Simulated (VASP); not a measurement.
Data:

```xyz
4
Lattice="2.8911 0.0000 0.0000 -1.4455 2.5037 0.0000 0.0000 0.0000 5.2754" Properties=species:S:1:pos:R:3 pbc="T T T"
Ru     2.8911     0.0000     0.0000
Ru     2.8911     0.0000     2.6377
N      0.0000     1.6692     1.3188
N      1.4455     0.8346     3.9565
```

Level of theory: PBEsol GGA, VASP's PBE PAW potentials (set 64) (plane waves; VASP). Numerical set-up: 520 eV cut-off, 14×14×7 Γ-centred mesh, tetrahedra with Blöchl corrections, potentials Ru_pv N.

The cores are frozen, which limits the accuracy of field gradients.

Give the principal components of the electric field gradient (V/Å²) and the asymmetry η at each nucleus.

```tsv
atom	Vxx	Vyy	Vzz	η
Ru1	-14.7	-14.7	29.5	0.00
Ru2	-14.7	-14.7	29.5	0.00
N3	-4.0	-4.0	7.9	0.00
N4	-4.0	-4.0	7.9	0.00
```

The structure was generated: RuN was put into the NiAs type type (P6_3/mmc), which need not be its known phase. It was relaxed first, which changed the volume by -23 %.
